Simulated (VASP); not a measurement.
Input:

```
CELL_PARAMETERS angstrom
      0.00000     2.33600     2.33600
      2.33600     0.00000     2.33600
      2.33600     2.33600     0.00000
ATOMIC_POSITIONS crystal
  Zr 0.00000 0.00000 0.00000
  C  0.50000 0.50000 0.50000
```

Level of theory: PBEsol GGA, VASP's PBE PAW potentials (set 64) (plane waves; VASP). Numerical set-up: 620 eV cut-off, 13×13×13 Γ-centred mesh, first-order Methfessel-Paxton smearing of 0.10 eV, potentials Zr_sv C.

Energy and stress use the plane-wave basis of the starting cell.

Problem. The ions, cell shape and volume at an external pressure of 5.0 GPa are relaxed. Predict the relaxed structure.

Solution. 
```
CELL_PARAMETERS angstrom
      0.00000     2.31998     2.31998
      2.31998     0.00000     2.31998
      2.31998     2.31998     0.00000
ATOMIC_POSITIONS crystal
  Zr 0.00000 0.00000 0.00000
  C  0.50000 0.50000 0.50000
```
Space group Fm-3m (225), at a tolerance of 0.03 Å.

Problem. How do energy and volume change from the first to the last step?

Solution. The energy (σ→0) changes by +3.8 meV/atom and the volume by -2.0 %, in 3 ionic steps.

The compound is ZrC in the rock salt structure. This run relaxes it under an external pressure of 5 GPa. Symmetry was kept, so distortions that lower it aren't found.
